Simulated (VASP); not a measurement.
Input for VASP

KPOINTS:
```
Automatic mesh
0
Gamma
7 7 7
0 0 0
```

**INCAR**
```
SYSTEM = BaS
PREC = Accurate; ENCUT = 520; LREAL = F
LASPH = T
EDIFF = 1E-7; NELM = 100; ALGO = Normal
LMAXMIX = 4
ISMEAR = 0; SIGMA = 0.05
GGA = PE; IVDW = 11
ISIF = 2
LWAVE = F; LCHARG = F
```

**POSCAR**
```
BaS
1
    0.0000000000     3.1387976418     3.1387976418
    3.1387976418     0.0000000000     3.1387976418
    3.1387976418     3.1387976418     0.0000000000
Ba S
1 1
Direct
  0.0000000000   0.0000000000   0.0000000000
  0.5000000000   0.5000000000   0.5000000000
```

POTCAR, in this order: Ba_sv S (PBE.64 set). Program: vasp_std.

Q: Write an equivalent input for Quantum ESPRESSO's pw.x.

A: One equivalent input (not run):
```
&CONTROL
  calculation = 'scf'
  pseudo_dir = './pseudo'
  outdir = './out'
  tprnfor = .true.
  tstress = .true.
/
&SYSTEM
  ibrav = 0
  nat = 2
  ntyp = 2
  ecutwfc = 56.6
  occupations = 'smearing'
  smearing = 'gaussian'
  degauss = 0.003675
  input_dft = 'pbe'
  vdw_corr = 'grimme-d3'
  dftd3_version = 3
  dftd3_threebody = .false.
/
&ELECTRONS
  conv_thr = 7.3e-09
  electron_maxstep = 100
/
ATOMIC_SPECIES
  Ba 137.327 Ba.upf
  S 32.060 S.upf
CELL_PARAMETERS angstrom
     0.0000000    3.1387976    3.1387976
     3.1387976    0.0000000    3.1387976
     3.1387976    3.1387976    0.0000000
ATOMIC_POSITIONS crystal
  Ba   0.0000000  0.0000000  0.0000000
  S    0.5000000  0.5000000  0.5000000
K_POINTS automatic
  7 7 7 0 0 0
```
The two are equivalent in intent, not identical: the potentials are each code's own (VASP's PAW set, PseudoDojo norm-conserving files in pw.x), so ENCUT and ecutwfc are chosen apart and not converted; conv_thr bounds pw.x's estimated SCF error, while EDIFF bounds the energy change between steps.

The compound is BaS in the rock salt structure. This cell is one point of a volume scan, at 0.94 of the reference volume.
